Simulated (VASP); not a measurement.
**HfN: accuracy against cost in the PAW data sets and plane-wave cutoff**

Aim: find what the PAW data sets and plane-wave cutoff change for HfN, and what they cost. The series runs use PBEsol. The PAW data sets tried: minimal 64: Hf N; recommended 64: Hf_pv N; recommended 54: Hf_pv N; semicore 64: Hf_sv N; gw 64: Hf_sv_GW N_GW; hard 64: Hf_pv N_h; soft 64: Hf_pv N_s. The plane-wave cutoff tried: ENCUT = 240; ENCUT = 300; ENCUT = 360; ENCUT = 400; ENCUT = 460; ENCUT = 520; ENCUT = 640; ENCUT = 800. The start is a cell from a database of measured crystal structures.

Main program and level: VASP 6.6.1; PBEsol; plane waves and PAW (Hf, N), in the first sound run; inputs show where later runs differ.

This is a report of a sequence of runs, with most program output left out.

The database entry behind the starting cell differs from later determinations by our own check (about 0.3 % short), so it need not match the best structure at ambient conditions.

### 1. The starting structure

Symmetry: Fm-3m, No. 225, cubic system. The conventional cell has a = 4.512 Å, b = 4.512 Å, c = 4.512 Å, α = 90.00°, β = 90.00°, γ = 90.00°. Nearest to Hf lie 6 N at 2.26 Å. Nearest to N lie 6 Hf at 2.26 Å. Farther neighbours and most contacts between anions are not listed.

As a file:

```xyz
2
Lattice="0.0000 2.2560 2.2560 2.2560 0.0000 2.2560 2.2560 2.2560 0.0000" Properties=species:S:1:pos:R:3 pbc="T T T"
Hf    0.0000    0.0000    0.0000
N     2.2560    2.2560    2.2560
```

### 2. PAW data sets: minimal 64: Hf N

Data sets differ in which electrons are valence and how hard the partial waves are. PBEsol restores the gradient expansion of exchange and is tuned for the cells of solids.

INCAR

```
SYSTEM = HfN
PREC = Accurate
ENCUT = 520
EDIFF = 1E-06
NELM = 100
ISMEAR = -1
SIGMA = 0.05
LREAL = .FALSE.
ALGO = Normal
GGA = PS
NBANDS = 10
LASPH = .TRUE.
LORBIT = 11
LWAVE = .FALSE.
LCHARG = .FALSE.
KPAR = 2
ISIF = 2
```

POSCAR

```
HfN
1.0
    0.0000000000      2.2560000000      2.2560000000
    2.2560000000      0.0000000000      2.2560000000
    2.2560000000      2.2560000000      0.0000000000
Hf N
1 1
Direct
    0.0000000000      0.0000000000      0.0000000000
    0.5000000000      0.5000000000      0.5000000000
```

KPOINTS

```
Automatic mesh
0
Gamma
7 7 7
0 0 0
```

The projector-augmented-wave data sets are Hf and N (PBE family, release 64).

Run with:

```
$ mpirun -np 2 vasp_std
```

Run time: 4.4 s. Hardware: 2 MPI ranks of AMD EPYC 7R43, shared host; peak memory 0.2 GiB; 7.7 s of CPU time.

This run has no spin polarisation. Its electron count is odd, so without a moment it is a metal by construction. The k-mesh is coarse for a metal. The PAW data sets were made with PBE, which is usual practice but a small mismatch for other functionals. The data set Hf keeps the semicore shell frozen, which is cheaper and a little less accurate.

This step gave:

```
SCF cycles              : 13
electrons               : 9
bands                   : 10
irreducible k-points    : 20
symmetry operations     : 48
free energy (TOTEN)     : -23.06 eV
energy at zero smearing : -23.06 eV
Fermi energy            : 8.821 eV
pressure                : -3.525 GPa
metallic                : yes
```

The series starts at -11.5290 eV an atom and -3.53 GPa, after 13 cycles in 4.4 s.

### 3. PAW data sets: recommended 64: Hf pv N

This step: PBEsol; plane waves and PAW (Hf_pv, N) (VASP 6.6.1).

Edit INCAR of step 2 so:

```diff
@@ -10,3 +10,3 @@
 GGA = PS
-NBANDS = 10
+NBANDS = 13
 LASPH = .TRUE.
```

POSCAR is that of step 2.

KPOINTS is that of step 2.

The projector-augmented-wave data sets are Hf_pv and N (PBE family, release 64).

Run with:

```
$ mpirun -np 2 vasp_std
```

Wall time 5 s (2 MPI ranks); peak memory 0.21 GiB; 8.9 s of CPU time.

With 15 valence electrons the pressure is -3.86 GPa, -0.33 GPa from the first of the series, after 13 cycles in 5 s.

### 4. PAW data sets: recommended 54: Hf pv N

INCAR is that of step 3.

POSCAR is that of step 3.

KPOINTS is that of step 3.

PAW data sets: Hf_pv and N (PBE family, release 54).

Run with:

```
$ mpirun -np 2 vasp_std
```

Wall time 5.2 s (2 MPI ranks); peak memory 0.21 GiB; 9.2 s of CPU time.

With 15 valence electrons the pressure is -3.86 GPa, -0.33 GPa from the first of the series, after 13 cycles in 5.2 s.

### 5. PAW data sets: semicore 64: Hf sv N

This step: PBEsol; plane waves and PAW (Hf_sv, N) (VASP 6.6.1).

Edit INCAR of step 4 so:

```diff
@@ -10,3 +10,3 @@
 GGA = PS
-NBANDS = 13
+NBANDS = 14
 LASPH = .TRUE.
```

POSCAR is that of step 4.

KPOINTS is that of step 4.

PAW data sets: Hf_sv and N (PBE family, release 64).

Run with:

```
$ mpirun -np 2 vasp_std
```

It took 6.2 s on 2 MPI ranks; peak memory 0.2 GiB; 11 s of CPU time.

With 17 valence electrons the pressure is -3.08 GPa, +0.45 GPa from the first of the series, after 13 cycles in 6.2 s.

### 6. PAW data sets: GW 64: Hf sv GW N GW

This step: PBEsol; plane waves and PAW (Hf_sv_GW, N_GW) (VASP 6.6.1).

Edit INCAR of step 5 so:

```diff
@@ -2,3 +2,3 @@
 PREC = Accurate
-ENCUT = 520
+ENCUT = 550
 EDIFF = 1E-06
```

POSCAR is that of step 5.

KPOINTS is that of step 5.

PAW data sets: Hf_sv_GW and N_GW (PBE family, release 64).

Run with:

```
$ mpirun -np 2 vasp_std
```

The job ended after 8.2 s (2 MPI ranks; peak memory 0.22 GiB; 15 s of CPU time).

With 17 valence electrons the pressure is -1.59 GPa, +1.93 GPa from the first of the series, after 14 cycles in 8.2 s.

### 7. PAW data sets: hard 64: Hf pv N h

This step: PBEsol; plane waves and PAW (Hf_pv, N_h) (VASP 6.6.1).

Edit INCAR of step 6 so:

```diff
@@ -2,3 +2,3 @@
 PREC = Accurate
-ENCUT = 550
+ENCUT = 990
 EDIFF = 1E-06
@@ -10,3 +10,3 @@
 GGA = PS
-NBANDS = 14
+NBANDS = 13
 LASPH = .TRUE.
```

POSCAR is that of step 6.

KPOINTS is that of step 6.

Potentials, in the order of the species: Hf_pv and N_h (PBE family, release 64).

Run with:

```
$ mpirun -np 2 vasp_std
```

The job ended after 14 s (2 MPI ranks; peak memory 0.38 GiB; 26 s of CPU time).

With 15 valence electrons the pressure is -3.88 GPa, -0.35 GPa from the first of the series, after 12 cycles in 14 s.

### 8. PAW data sets: soft 64: Hf pv N s

This step: PBEsol; plane waves and PAW (Hf_pv, N_s) (VASP 6.6.1).

Edit INCAR of step 7 so:

```diff
@@ -2,3 +2,3 @@
 PREC = Accurate
-ENCUT = 990
+ENCUT = 400
 EDIFF = 1E-06
```

POSCAR is that of step 7.

KPOINTS is that of step 7.

The projector-augmented-wave data sets are Hf_pv and N_s (PBE family, release 64).

Run with:

```
$ mpirun -np 2 vasp_std
```

It took 5.4 s on 2 MPI ranks; peak memory 0.21 GiB; 9.4 s of CPU time.

With 15 valence electrons the pressure is -3.92 GPa, -0.39 GPa from the first of the series, after 13 cycles in 5.4 s.

### 9. The PAW data sets series as a table

This step: convergence of PBEsol results with the datasets; plane waves and PAW (VASP 6.6.1).

Derived from the runs above.

Results of the series, by row:

```csv
setting,status,pressure (GPa),SCF cycles,wall time (s)
"minimal 64: Hf N, 520 eV",converged,-3.525,13,4.4
"recommended 64: Hf_pv N, 520 eV",converged,-3.856,13,5
"recommended 54: Hf_pv N, 520 eV",converged,-3.856,13,5.2
"semicore 64: Hf_sv N, 520 eV",converged,-3.078,13,6.2
"gw 64: Hf_sv_GW N_GW, 550 eV",converged,-1.591,14,8.2
"hard 64: Hf_pv N_h, 990 eV",converged,-3.876,12,13.8
"soft 64: Hf_pv N_s, 400 eV",converged,-3.917,13,5.4
```

### 10. Plane-wave cutoff: ENCUT = 240

This step: PBEsol; plane waves and PAW (Hf_pv, N) (VASP 6.6.1).

The basis grows with ENCUT, and energy and stress both move with it.

Edit INCAR of step 8 so:

```diff
@@ -2,3 +2,3 @@
 PREC = Accurate
-ENCUT = 400
+ENCUT = 240
 EDIFF = 1E-06
```

POSCAR is that of step 8.

KPOINTS is that of step 8.

The projector-augmented-wave data sets are Hf_pv and N (PBE family, release 64).

Run with:

```
$ mpirun -np 2 vasp_std
```

Wall time 3 s (2 MPI ranks); peak memory 0.15 GiB.

Harder data sets than Hf_pv exist (the GW ones), and pressures, volumes and forces can shift noticeably with them.

This step gave:

| Quantity | Value |
| --- | --- |
| SCF cycles | 12 |
| free energy (TOTEN) | -23.01 eV |
| energy at zero smearing | -23.01 eV |
| Fermi energy | 8.532 eV |
| pressure | -47.00 GPa |

The series starts at -11.5049 eV an atom and -47.00 GPa, after 12 cycles in 3 s.

### 11. Plane-wave cutoff: ENCUT = 300

Edit INCAR of step 10 so:

```diff
@@ -2,3 +2,3 @@
 PREC = Accurate
-ENCUT = 240
+ENCUT = 300
 EDIFF = 1E-06
```

POSCAR is that of step 10.

KPOINTS is that of step 10.

Run with:

```
$ mpirun -np 2 vasp_std
```

The job ended after 3.6 s (2 MPI ranks; peak memory 0.17 GiB).

Against the run before the energy moves by +16.77 meV an atom and the pressure by +24.35 GPa, after 13 cycles in 3.6 s.

### 12. Plane-wave cutoff: ENCUT = 360

Edit INCAR of step 11 so:

```diff
@@ -2,3 +2,3 @@
 PREC = Accurate
-ENCUT = 300
+ENCUT = 360
 EDIFF = 1E-06
```

POSCAR is that of step 11.

KPOINTS is that of step 11.

Run with:

```
$ mpirun -np 2 vasp_std
```

It took 4.4 s on 2 MPI ranks; peak memory 0.19 GiB; 7.4 s of CPU time.

Against the run before the energy moves by +11.17 meV an atom and the pressure by +11.47 GPa, after 13 cycles in 4.4 s.

### 13. Plane-wave cutoff: ENCUT = 400

Edit INCAR of step 12 so:

```diff
@@ -2,3 +2,3 @@
 PREC = Accurate
-ENCUT = 360
+ENCUT = 400
 EDIFF = 1E-06
```

POSCAR is that of step 12.

KPOINTS is that of step 12.

Run with:

```
$ mpirun -np 2 vasp_std
```

Run time: 5 s. Hardware: 2 MPI ranks; peak memory 0.19 GiB.

Against the run before the energy moves by -8.77 meV an atom and the pressure by +4.18 GPa, after 13 cycles in 5 s.

### 14. Plane-wave cutoff: ENCUT = 460

Edit INCAR of step 13 so:

```diff
@@ -2,3 +2,3 @@
 PREC = Accurate
-ENCUT = 400
+ENCUT = 460
 EDIFF = 1E-06
```

POSCAR is that of step 13.

KPOINTS is that of step 13.

Run with:

```
$ mpirun -np 2 vasp_std
```

Elapsed: 5.4 s, on 2 MPI ranks; peak memory 0.2 GiB; 9.7 s of CPU time.

Against the run before the energy moves by -0.27 meV an atom and the pressure by +2.62 GPa, after 13 cycles in 5.4 s.

### 15. Plane-wave cutoff: ENCUT = 520

Edit INCAR of step 14 so:

```diff
@@ -2,3 +2,3 @@
 PREC = Accurate
-ENCUT = 460
+ENCUT = 520
 EDIFF = 1E-06
```

POSCAR is that of step 14.

KPOINTS is that of step 14.

Run with:

```
$ mpirun -np 2 vasp_std
```

Elapsed: 5.2 s, on 2 MPI ranks; peak memory 0.21 GiB.

Against the run before the energy moves by +1.10 meV an atom and the pressure by +0.53 GPa, after 13 cycles in 5.2 s.

### 16. Plane-wave cutoff: ENCUT = 640

Edit INCAR of step 15 so:

```diff
@@ -2,3 +2,3 @@
 PREC = Accurate
-ENCUT = 520
+ENCUT = 640
 EDIFF = 1E-06
```

POSCAR is that of step 15.

KPOINTS is that of step 15.

Run with:

```
$ mpirun -np 2 vasp_std
```

Elapsed: 7.4 s, on 2 MPI ranks; peak memory 0.25 GiB.

Against the run before the energy moves by -1.98 meV an atom and the pressure by -0.14 GPa, after 13 cycles in 7.4 s.

### 17. Plane-wave cutoff: ENCUT = 800

Edit INCAR of step 16 so:

```diff
@@ -2,3 +2,3 @@
 PREC = Accurate
-ENCUT = 640
+ENCUT = 800
 EDIFF = 1E-06
```

POSCAR is that of step 16.

KPOINTS is that of step 16.

Run with:

```
$ mpirun -np 2 vasp_std
```

Run time: 8.4 s. Hardware: 2 MPI ranks; peak memory 0.28 GiB.

Against the run before the energy moves by -2.06 meV an atom and the pressure by +0.18 GPa, after 12 cycles in 8.4 s.

### 18. The plane-wave cutoff series as a table

This step: convergence of PBEsol results with the cutoff; plane waves and PAW (VASP 6.6.1).

Derived from the runs above.

Differences are taken from the run with ENCUT = 800. Results of the series, by row:

```
    setting     status  energy less the reference (meV/atom)  pressure (GPa)  SCF cycles  wall time (s)
ENCUT = 240  converged                                -15.95             -47          12              3
ENCUT = 300  converged                                0.8117          -22.65          13            3.6
ENCUT = 360  converged                                 11.98          -11.18          13            4.4
ENCUT = 400  converged                                 3.207          -7.003          13              5
ENCUT = 460  converged                                 2.936          -4.385          13            5.4
ENCUT = 520  converged                                 4.037          -3.856          13            5.2
ENCUT = 640  converged                                  2.06          -3.998          13            7.4
ENCUT = 800  converged                                     0           -3.82          12            8.4
```

### 19. Results

* spread of the pressure over the PAW data sets: 2.33 GPa
* plane-wave cutoff from which the energy stays within 10 meV/atom of the reference: ENCUT = 400
* plane-wave cutoff from which the energy stays within 1 meV/atom of the reference: none before the reference itself
* plane-wave cutoff from which the pressure stays within 0.2 GPa of the reference: ENCUT = 520
* spread of the pressure over the plane-wave cutoff: 43.2 GPa
* spread of the energy over the plane-wave cutoff: 27.9 meV/atom

**Reading.** The choice of data set moves the pressure between -3.92 GPa (soft 64: Hf_pv N_s) and -1.59 GPa (gw 64: Hf_sv_GW N_GW); the cutoffs differ too (400, 520, 550 and 990 eV). No run before the reference (ENCUT = 800) settles within 1 meV an atom of it; the nearest step is off by +2.1 meV an atom, -0.18 GPa. The pressure holds within 0.2 GPa from ENCUT = 520 on. These cutoffs are 0.6 to 2 times the default of the data sets, about 400 eV; at the default the run is off by +3.2 meV an atom, -3.18 GPa, and at 1.3 times by +4.0 meV an atom, -0.04 GPa. Energy differences between like cells converge faster than these totals. Differences are taken from the run with ENCUT = 800, which is itself not the exact limit. Data sets differ in their zero of energy, so energies are not compared. Forces vanish by symmetry in this cell, so the series can't test them. The runs at ENCUT = 240; ENCUT = 300; ENCUT = 360; ENCUT = 400 are over 30 meV an atom or 2 GPa off and describe the material poorly.

[Lines on the potential files, build, host, timing and source positions are cut from VASP's logs without a mark.]

[Logs are printed without paths, hosts, clocks, repeated set-up lines and the standing remarks that a program may print on its own settings, such as how far it seeks lower states.]

[Hosts, paths, dates, database ids (printed as entryN), source tags and the programs' standing remarks are cut or masked in the printed files.]

[A measured line is paired with the nearest computed mode of its activity, which favours agreement.]
